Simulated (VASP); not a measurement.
# In3GaSb2N2: relaxation of cell and atoms with PBE

In3GaSb2N2:

```xyz
8
Lattice="3.3471 0.0000 0.0000 -1.6735 2.8987 0.0000 0.0000 0.0000 17.7349" Properties=species:S:1:pos:R:3 pbc="T T T"
In    1.6735    0.9662    9.1969
In    0.0000    1.9324    3.2294
In    0.0000    1.9324   15.2924
Ga    0.0000    0.0000    0.4064
Sb    1.6735    0.9662   12.3267
Sb    0.0000    1.9324    6.1465
N     3.3471    0.0000    2.3554
N     0.0000    1.9324   17.5539
```

The cell was built by a generator and needn't be a form met in nature.

| Property | Result |
| --- | --- |
| Program | VASP 6.6.1 |
| Task | relaxation of cell and atoms |
| Functional | PBE |
| Potentials or basis | VASP PAW PBE potentials, release 64 (In_d, Ga_d, Sb, N) |
| Cutoff | 520 eV |
| k mesh | 10 × 10 × 2 |
| Occupations | gaussian, width 0.1 eV |
| Spin | no spin polarisation |
| Further INCAR settings | ALGO = Normal; EDIFF = 1e-07; IBRION = 2; POTIM = 0.3; EDIFFG = -0.005; NSW = 60; ISIF = 3 |

```
Energy gained by relaxing    : 0.0 meV/atom
Ionic steps                  : 8
Pressure after relaxing      : 0.0 GPa
Largest force after relaxing : 0.004 eV/Å
Band gap on the k mesh       : none (metal or under the smearing width)
```

Forces on the atoms (eV/Å):
```
In   0.000  0.000 -0.004
In   0.000  0.000 -0.004
In   0.000  0.000  0.000
Ga   0.000  0.000  0.003
Sb   0.000  0.000 -0.002
Sb   0.000  0.000  0.004
N    0.000  0.000  0.001
N    0.000  0.000  0.002
```

Final structure:
```xyz
8
Lattice="3.3468 0.0000 0.0000 -1.6734 2.8984 0.0000 0.0000 0.0000 17.7375" Properties=species:S:1:pos:R:3 pbc="T T T"
In    1.6734    0.9661    9.1972
In    0.0000    1.9323    3.2322
In    0.0000    1.9323   15.2940
Ga    0.0000    0.0000    0.4074
Sb    1.6734    0.9661   12.3238
Sb    0.0000    1.9323    6.1493
N     0.0000    0.0000    2.3575
N     0.0000    1.9323   17.5560
```

Levels at points of the mesh, in eV from the Fermi level:
```tsv
k point	band 32	band 33	band 34	band 35	band 36	band 37	band 38	band 39	band 40	band 41
(0.00, 0.00, 0.00)	-0.50	-0.50	-0.48	0.15	2.41	3.10	4.89	4.99	4.99	5.09
(0.50, 0.00, 0.00)	-2.69	-2.06	-1.55	-1.52	-1.16	-0.24	0.79	2.15	2.32	2.66
(0.00, 0.00, 0.50)	-1.35	-0.50	-0.50	1.21	1.66	3.18	4.99	4.99	5.09	5.09
(0.50, 0.00, 0.50)	-2.69	-2.23	-1.55	-1.41	-0.82	-0.49	0.64	2.16	2.31	2.96
```

Run time: 4 min on 4 MPI ranks on Intel(R) Xeon(R) Platinum 8488C (Sapphire Rapids) (shared host), peak memory 0.48 GiB a rank.

Caveat: this functional lacks dispersion, which binds the layers, so the pressure and a relaxed spacing across them are unreliable. Spin-orbit coupling is left out, which matters for the levels of Sb.
